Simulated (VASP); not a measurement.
Consider the following.

```
CELL_PARAMETERS angstrom
      0.00000     2.29200     2.29200
      2.29200     0.00000     2.29200
      2.29200     2.29200     0.00000
ATOMIC_POSITIONS crystal
  C  0.00000 0.00000 0.00000
  W  0.50000 0.50000 0.50000
```

All values below come from r2SCAN meta-GGA, VASP's PBE PAW potentials (set 64) (plane waves; VASP). Numerical set-up: 520 eV cut-off, 9×9×9 Γ-centred mesh, Gaussian smearing of 0.050 eV, potentials C W_sv.

Energy and stress use the plane-wave basis of the starting cell.

Q: The ions, cell shape and volume are relaxed. What does this cell relax into?

A: 
```
CELL_PARAMETERS angstrom
      0.00000     2.18618     2.18618
      2.18618     0.00000     2.18618
      2.18618     2.18618     0.00000
ATOMIC_POSITIONS crystal
  C  0.00000 0.00000 0.00000
  W  0.50000 0.50000 0.50000
```
Space group Fm-3m (225), at a tolerance of 0.03 Å.

Q: How do energy and volume change from the first to the last step?

A: The energy (σ→0) changes by -222.7 meV/atom and the volume by -13.2 %, in 5 ionic steps.

The structure was generated: WC was put into the rocksalt type (Fm-3m), which need not be its known phase. This run relaxes it. Symmetry was kept, so distortions that lower it aren't found. VASP warned that the highest band is occupied, so more bands are needed.
